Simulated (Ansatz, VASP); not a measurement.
# Two plane-wave programs on Al3Pd

Contents of INCAR:

```
SYSTEM = Al3Pd
PREC = Accurate
ENCUT = 520
EDIFF = 1E-7
ISMEAR = -1
SIGMA = 0.05
LREAL = .FALSE.
LASPH = .TRUE.
NELM = 100
ALGO = Fast
ISIF = 2
LWAVE = .FALSE.
LCHARG = .TRUE.
GGA = PS
LELF = .TRUE.
LVHAR = .TRUE.
NBANDS = 18
```

The input KPOINTS:

```
regular mesh
0
G
  7 7 7
  0 0 0
```

POSCAR

```
Al3Pd
1.0
    3.9469100000      0.0000000000      0.0000000000
    0.0000000000      3.9469100000      0.0000000000
    0.0000000000      0.0000000000      3.9469100000
Pd Al
1 3
Direct
    0.0000000000      0.0000000000      0.0000000000
    0.5000000000      0.5000000000      0.0000000000
    0.5000000000      0.0000000000      0.5000000000
    0.0000000000      0.5000000000      0.5000000000
```

File input.yaml:

```yaml
crystal:
  lattice:
    - [3.94691, 0.0, 0.0]
    - [0.0, 3.94691, 0.0]
    - [0.0, 0.0, 3.94691]
  atoms:
    - { symbol: Pd, position: [0.0, 0.0, 0.0] }
    - { symbol: Al, position: [0.5, 0.5, 0.0] }
    - { symbol: Al, position: [0.5, 0.0, 0.5] }
    - { symbol: Al, position: [0.0, 0.5, 0.5] }
hamiltonian:
  xc: pbesol
  pseudopotentials: { kind: paw }
kpoints:
  mp_grid: { grid: [7, 7, 7] }
scf:
  occupations: { method: fermi_dirac, width: 0.05 }
output:
  forces: true
  stress: true
  eigenvalues: true
```

The cell comes from a database or a generator and needn't be the stable form of this composition.

Alike in both runs: task single point; functional PBEsol; k mesh 7 × 7 × 7; occupations fermi-dirac, width 0.05 eV; no spin polarisation.

|  | VASP | Ansatz |
| --- | --- | --- |
| version | VASP 6.6.1 | Ansatz 0.2.0 |
| potentials or method | VASP PAW PBE potentials, release 64 (Pd, Al) | Ansatz PAW |
| plane-wave cutoff (eV) | 520 | 420 |
| valence electrons in the cell | 19 | 27 |

VASP gave:

```
gap on the k mesh at the Fermi level (eV) : none
pressure (GPa)                            : -1.8
```

Problem. Which values does Ansatz return?

Solution. gap on the k mesh at the Fermi level (eV): none; pressure (GPa): -1.9.

A gap of «none» marks a metal or a gap that the smearing closes. The two sets of potentials don't hold the same shells in valence.

Caveats: the PAW data sets were made with another functional, which shifts forces and pressure a little (VASP); the PAW data sets come from PBE, with cores solved anew for the run's functional, which leaves a small shift of forces and pressure (Ansatz).
